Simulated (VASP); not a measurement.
An input for Quantum ESPRESSO's pw.x (written as the equivalent of a VASP run, and not itself run):

```
&CONTROL
  calculation = 'scf'
  pseudo_dir = './pseudo'
  outdir = './out'
  tprnfor = .true.
  tstress = .true.
/
&SYSTEM
  ibrav = 0
  nat = 2
  ntyp = 2
  ecutwfc = 88
  occupations = 'tetrahedra'
  input_dft = 'pbesol'
/
&ELECTRONS
  conv_thr = 7.3e-09
  electron_maxstep = 100
/
ATOMIC_SPECIES
  Be 9.012 Be.upf
  S 32.060 S.upf
CELL_PARAMETERS angstrom
     0.0000000    2.4200165    2.4200165
     2.4200165    0.0000000    2.4200165
     2.4200165    2.4200165    0.0000000
ATOMIC_POSITIONS crystal
  Be   0.0000000  0.0000000  0.0000000
  S    0.2500000  0.2500000  0.2500000
K_POINTS automatic
  11 11 11 0 0 0
```

### Question
Translate this input to VASP (INCAR, KPOINTS, POSCAR, choice of POTCAR).

### Answer
Several could match; the one computed here: 
KPOINTS:
```
kpoints
0
gamma
11 11 11
```

### INCAR
```
SYSTEM = BeS
PREC = Accurate
ENCUT = 400
EDIFF = 1E-7
NELM = 100
ALGO = Normal
LREAL = .FALSE.
LASPH = .TRUE.
ISMEAR = -5
GGA = PS
LWAVE = .FALSE.
LCHARG = .TRUE.
LORBIT = 11
NEDOS = 601
ISIF = 2
```

POSCAR:
```
BeS
2.4200160
  0.0000000000   1.0000001959   1.0000001959
  1.0000001959   0.0000000000   1.0000001959
  1.0000001959   1.0000001959   0.0000000000
Be S
1 1
Direct
  0.0000000000   0.0000000000   0.0000000000
  0.2500000000   0.2500000000   0.2500000000
```

POTCAR, in this order: Be S (PBE.64 set). Program: vasp_std.

What does not carry over: the potentials are each code's own (VASP's PAW set, PseudoDojo norm-conserving files in pw.x), so ENCUT and ecutwfc are chosen apart and not converted; conv_thr bounds pw.x's estimated SCF error, while EDIFF bounds the energy change between steps.

The structure was generated: BeS was put into the zinc blende type (F-43m), which need not be its known phase. It was relaxed first, which changed the volume by +13 %.
